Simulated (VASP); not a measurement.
# MnSiSe3 (Pm-3m) in VASP: further runs, part 2 of 2

VASP 6.6.1.

### Step 3. Relaxation of cell and atoms, PBEsol+D3, collinear spin, ferromagnetic start

INCAR

```
PREC = Accurate ; ENCUT = 600
EDIFF = 1E-6 ; ISMEAR = -1
SIGMA = 0.05 ; LREAL = False
LASPH = True ; NELM = 100
ALGO = Normal ; ISIF = 3
LWAVE = False ; LCHARG = False
ISPIN = 2 ; MAGMOM = 4 0 0 0 0
LORBIT = 11 ; LMAXMIX = 4
GGA = PS ; IVDW = 11
IBRION = 2 ; NSW = 60
EDIFFG = -0.01
```

KPOINTS

```
regular mesh
0
Gamma
  5 5 5
```

POSCAR

```
MnSiSe3
1.0
    4.8341200000      0.0000000000      0.0000000000
    0.0000000000      4.8341200000      0.0000000000
    0.0000000000      0.0000000000      4.8341200000
Mn Si Se
1 1 3
Direct
    0.0000000000      0.0000000000      0.0000000000
    0.5000000000      0.5000000000      0.5000000000
    0.0000000000      0.5000000000      0.5000000000
    0.5000000000      0.0000000000      0.5000000000
    0.5000000000      0.5000000000      0.0000000000
```

Potentials or basis: VASP PAW PBE potentials, release 64 (Mn_pv, Si, Se).

Run with:

```console
$ cat potpaw_PBE.64/Mn_pv/POTCAR potpaw_PBE.64/Si/POTCAR potpaw_PBE.64/Se/POTCAR > POTCAR
$ mpirun -np 1 vasp_std > vasp.out
```

OUTCAR:

```text
PREC = Accurate
   ENCUT = 600
   EDIFF = 1E-6
   ISMEAR = -1
   LREAL = False
   LASPH = True
   NELM = 100
   ISIF = 3
   ISPIN = 2
   LORBIT = 11
   GGA = PS
   IVDW = 11
   IBRION = 2
   NSW = 60
   EDIFFG = -0.01
 IVDW          = 11

 ion  position               nearest neighbor table
   1  0.000  0.000  0.000-
   2  0.500  0.500  0.500-   3 2.42   4 2.42   5 2.42   5 2.42   4 2.42   3 2.42
   3  0.000  0.500  0.500-   2 2.42   2 2.42
   4  0.500  0.000  0.500-   2 2.42   2 2.42
   5  0.500  0.500  0.000-   2 2.42   2 2.42

  LATTYP: Found a simple cubic cell.
 ALAT       =     4.8341200000

  Lattice vectors:

 A1 = (   4.8341200000,   0.0000000000,   0.0000000000)
 A2 = (   0.0000000000,   4.8341200000,   0.0000000000)
 A3 = (   0.0000000000,   0.0000000000,   4.8341200000)

Analysis of symmetry for initial positions (statically):
=====================================================================
 Subroutine PRICEL returns:
 Original cell was already a primitive cell.

 Routine SETGRP: Setting up the symmetry group for a
 simple cubic supercell.

 Subroutine GETGRP returns: Found 48 space group operations
 (whereof 48 operations were pure point group operations)
 out of a pool of 48 trial point group operations.

The static configuration has the point symmetry O_h .

Analysis of symmetry for dynamics (positions and initial velocities):
=====================================================================
 Subroutine PRICEL returns:
 Original cell was already a primitive cell.

 Routine SETGRP: Setting up the symmetry group for a
 simple cubic supercell.

 Subroutine GETGRP returns: Found 48 space group operations
 (whereof 48 operations were pure point group operations)
 out of a pool of 48 trial point group operations.

[... 111 lines left out ...]
   ISIF   =      3    stress and relaxation
   ISYM   =      2    0-nonsym 1-usesym 2-fastsym
   POTIM  = 0.5000    time-step for ionic-motion
   TEBEG  =    0.0;   TEEND  =   0.0 temperature during run
   PSTRESS=    0.0 pullay stress
   NELECT =      35.0000    total number of electrons
   NUPDOWN=      -1.0000    fix difference up-down
   EMIN   =  10.00;   EMAX   =-10.00  energy-range for DOS
   EFERMI =   0.00;   METHOD = LEGACY
   ISMEAR =    -1;   SIGMA  =   0.05  broadening in eV -4-tet -1-fermi 0-gaus
   EFERMI_NEDOS =   21; number of points for ismear=-14 and -15
   IALGO  =     38    algorithm
   IMIX   =      4    mixing-type and parameters
     AMIX     =   0.40;   BMIX     =  1.00
     AMIX_MAG =   1.60;   BMIX_MAG =  1.00
  volume/ion in A,a.u.               =      22.59       152.47
  Fermi-wavevector in a.u.,A,eV,Ry     =   1.107763  2.093368 16.696230  1.227138
  Thomas-Fermi vector in A             =   2.244281
   LORBIT       =     11    0 simple, 1 ext, 2 COOP (PROOUT), +10 PAW based schemes
   GGA     = PS    functional components
   LHFCALC =     F    Hartree Fock is set to
   AEXX    =    0.0000 exact exchange contribution
   IVDW    =    11    specifies the selected vdW correction
   LEPSILON=     F    determine dielectric tensor
   LRPA    =     F    only Hartree local field effects (RPA)
 conjugate gradient relaxation of ions
 spin polarized calculation
  energy-cutoff  :      600.00
  volume of cell :      112.97
 maximum number of plane-waves:      3791
 NGX is ok and might be reduce to    40
   NGX = 19   NGY = 19   NGZ = 19

--------------------------------------- Ionic step        1  -------------------------------------------

 number of electron      34.9999990 magnetization       5.2927461

 Free energy of the ion-electron system (eV)
  ---------------------------------------------------
  ext. energy  EPLUGINS =         0.00000000
  ---------------------------------------------------
  free energy    TOTEN  =       -24.92372535 eV

  energy without entropy =      -24.90514567  energy(sigma->0) =      -24.91443551

 E-fermi :   4.2734     XC(G=0):  -9.8108

 val. band max:        4.2696035209   @ k =   0.4000   0.2000   0.2000
 cond. band min:       4.3423436445   @ k =   0.4000   0.2000   0.0000
 fundamental gap:      0.0727401236
 Fermi energy:         4.2733518960
[... 1183 lines left out ...]
--------------------------------------- Ionic step        4  -------------------------------------------

 number of electron      35.0000010 magnetization       5.2347590

 Free energy of the ion-electron system (eV)
  ---------------------------------------------------
  ext. energy  EPLUGINS =         0.00000000
  ---------------------------------------------------
  free energy    TOTEN  =       -24.95246461 eV

  energy without entropy =      -24.93188556  energy(sigma->0) =      -24.94217508

 E-fermi :   4.9223     XC(G=0): -10.0797

 val. band max:        4.8131981192   @ k =   0.0000   0.0000   0.0000
 cond. band min:       4.9481380433   @ k =   0.4000   0.2000   0.2000
 fundamental gap:      0.1349399241
 Fermi energy:         4.9222729631
[... 559 lines left out ...]
  FREE ENERGIE OF THE ION-ELECTRON SYSTEM (eV)
  ---------------------------------------------------
  free  energy   TOTEN  =       -25.8675167567 eV

  energy  without entropy=      -25.8469377105  energy(sigma->0) =      -25.85722723

 reached required accuracy - stopping structural energy minimisation

 total charge

# of ion       s       p       d       tot
------------------------------------------
    1        0.186   6.054   4.870  11.110
    2        0.790   0.762   0.000   1.552
    3        1.478   2.321   0.050   3.849
    4        1.478   2.321   0.050   3.849
    5        1.478   2.321   0.050   3.849
--------------------------------------------------
tot          5.410  13.780   5.019  24.209

 magnetization (x)

# of ion       s       p       d       tot
------------------------------------------
    1        0.076   0.019   4.382   4.477
    2        0.019   0.024   0.000   0.043
    3        0.004   0.051   0.005   0.060
    4        0.004   0.051   0.005   0.060
    5        0.004   0.051   0.005   0.060
--------------------------------------------------
tot          0.109   0.194   4.396   4.699
```

OSZICAR:

```text
N       E                     dE             d eps       ncg     rms          rms(c)
DAV:   1     0.240793075811E+03    0.24079E+03   -0.18132E+04  1064   0.152E+03
DAV:   2    -0.149881365203E+01   -0.24229E+03   -0.23039E+03   969   0.323E+02
[... 41 lines left out ...]
DAV:   2    -0.249538260432E+02    0.48583E-02   -0.30055E-02   997   0.220E+00    0.709E-01
DAV:   3    -0.249526554395E+02    0.11706E-02   -0.29704E-03  1007   0.715E-01    0.133E-01
DAV:   4    -0.249525063906E+02    0.14905E-03   -0.73359E-04  1093   0.144E-01    0.769E-02
DAV:   5    -0.249524661196E+02    0.40271E-04   -0.18552E-04   997   0.133E-01    0.496E-02
DAV:   6    -0.249524637525E+02    0.23671E-05   -0.19117E-05   963   0.373E-02    0.156E-02
DAV:   7    -0.249524646081E+02   -0.85557E-06   -0.23760E-06   794   0.108E-02
   4 F= -.25867517E+02 E0= -.25857227E+02  d E =-.597967E-01  mag=     5.2348
```

It took 2.3 min on 1 thread of Intel Xeon 6975P-C (Granite Rapids), shared host; peak memory 0.32 GiB.

What came out:

- Free energy: -25.8675 eV
- Relaxed volume: 21.24 Å³/atom
- Relaxed cell: a = 4.736 Å, b = 4.736 Å, c = 4.736 Å, α = 90.00°, β = 90.00°, γ = 90.00°
- Space group after relaxing (to 0.05 Å): Pm-3m (No. 221)
- Energy gained by relaxing: 12.0 meV/atom
- Ionic steps: 4
- Pressure after relaxing: 0.0 GPa
- Band gap on the k mesh: none (metal or under the smearing width)
- Net moment: 5.23 μB per cell
- Site moments: Mn +4.48; Si +0.04; Se +0.06 μB
- Valence electrons inside the program's atomic spheres: Mn 11.11; Si 1.55; Se 3.85
- Dispersion energy per atom: -0.183 eV

Step by step:
| step | energy change (eV) | largest force (eV/Å) | pressure (GPa) | volume (Å³) |
| --- | --- | --- | --- | --- |
| 1 | 0.0000 | 0.0000 | -2.05 | 112.97 |
| 2 | -0.0526 | 0.0000 | -1.10 | 108.31 |
| 3 | -0.0595 | 0.0000 | -0.24 | 106.66 |
| 4 | -0.0598 | 0.0000 | 0.03 | 106.20 |

Final structure:
```
Mn Si Se
1.0
     4.73556    0.00000    0.00000
     0.00000    4.73556    0.00000
     0.00000    0.00000    4.73556
Mn Si Se
1 1 3
Direct
  0.00000 0.00000 0.00000
  0.50000 0.50000 0.50000
  0.00000 0.50000 0.50000
  0.50000 0.00000 0.50000
  0.50000 0.50000 0.00000
```

Caveat: the PAW data sets were made with another functional, which shifts forces and pressure a little; a cell with one magnetic atom can't hold antiferromagnetic order, which such compounds often take; semilocal functionals often make such compounds metallic where correlation or magnetic order opens a gap, which also shifts bond lengths; pairwise dispersion overbinds metals, which lowers pressure and volume. With open d or f shells a metallic result of PBEsol can be an artefact of self-interaction; +U or a hybrid may open a gap.
